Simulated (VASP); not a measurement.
Given:

```xyz
2
Lattice="1.3785 -2.3875 0.0000 1.3785 2.3875 0.0000 0.0000 0.0000 4.4665" Properties=species:S:1:pos:R:3 pbc="T T T"
Re     1.3785     0.7959     1.1166
Re     1.3785    -0.7959     3.3499
```

All values below come from r2SCAN meta-GGA, VASP's PBE PAW potentials (set 64) (plane waves; VASP). Settings: 480 eV cut-off, 14×14×8 Γ-centred mesh, first-order Methfessel-Paxton smearing of 0.10 eV, potentials Re.

Unless said otherwise, spin-orbit coupling is left out, though it shifts the bands of the heavy elements here.

**Question.** What does the run give for the energy per atom (σ→0), band gap (on the k-mesh) with the smallest direct gap where there is one?

**Answer.** 
The band gap (on the k-mesh) is none (metal, semimetal or under 0.01 eV) and the energy per atom (σ→0) is -52.452 eV/atom.

Total energies compare only between runs with the same potentials, cut-off and functional.

The compound is Re in the hcp structure. It was relaxed first.
